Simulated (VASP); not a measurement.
```
TlCl
1.0
    3.89489     0.00000     0.00000
    0.00000     3.89489     0.00000
    0.00000     0.00000     3.89489
Tl Cl
1 1
Direct
  0.00000   0.00000   0.00000
  0.50000   0.50000   0.50000
```

These are PBE GGA, VASP's PBE PAW potentials (set 64) (plane waves; VASP) values and carry that method's errors. Settings: 520 eV cut-off, Gaussian smearing of 0.050 eV, potentials Tl_d Cl.

Unless said otherwise, spin-orbit coupling is left out, though it shifts the bands of the heavy elements here.

Problem. Give the energies of bands 7 to 13 at the high-symmetry points, in eV from the valence-band maximum.

Solution. 
```
band      Γ      X      M      R
----  -----  -----  -----  -----
7     -4.45  -5.17  -3.30  -2.21
8     -1.31  -0.92  -2.67  -1.78
9     -1.31  -0.92  -2.67  -1.78
10    -1.31   0.00  -0.87  -1.78
11     7.64   2.19   4.85   2.71
12     7.64   6.56   4.85   2.71
13     7.64   6.56   8.27   2.71
```

The gap is direct, 2.20 eV, from the valence maximum at X to the conduction minimum at X.

The compound is TlCl in the CsCl type structure. It was relaxed first.
